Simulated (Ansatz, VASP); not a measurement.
## SrAgI3: VASP beside Ansatz

```
Sr Ag I
1.0
     6.95367    0.00000    0.00000
    -3.47684    6.02206    0.00000
     0.00000    0.00000    6.44711
Sr Ag I
1 1 3
Direct
  0.00000 0.00000 0.50000
  0.00000 0.00000 0.00000
  0.50000 0.00000 0.50000
  0.00000 0.50000 0.50000
  0.50000 0.50000 0.50000
```

Alike in both runs: functional PBE; k mesh 3 × 3 × 4; occupations gaussian, width 0.1 eV; no spin polarisation.

Ansatz relaxed the structure, and its values are those at the end. VASP's run is a single point on that final structure, the one shown.

```csv
,VASP,Ansatz
version,VASP 6.6.1,Ansatz 0.2.0
potentials or method,"VASP PAW PBE potentials, release 64 (Sr_sv, Ag, I)","scalar-relativistic, plane waves, PAW"
plane-wave cutoff (eV),520,420
valence electrons in the cell,42,80
```

|  | VASP | Ansatz | Ansatz less VASP |
| --- | --- | --- | --- |
| gap on the k mesh at the Fermi level (eV) | none | none | - |
| pressure (GPa) | -0.2 | -0.2 | -0.02 |

A gap of «none» marks a metal or a gap that the smearing closes. The functional is the same, so the differences come from potentials, cutoffs and numerics. The two sets of potentials don't hold the same shells in valence.

The runs have no spin-orbit coupling, so splittings on I are missing.
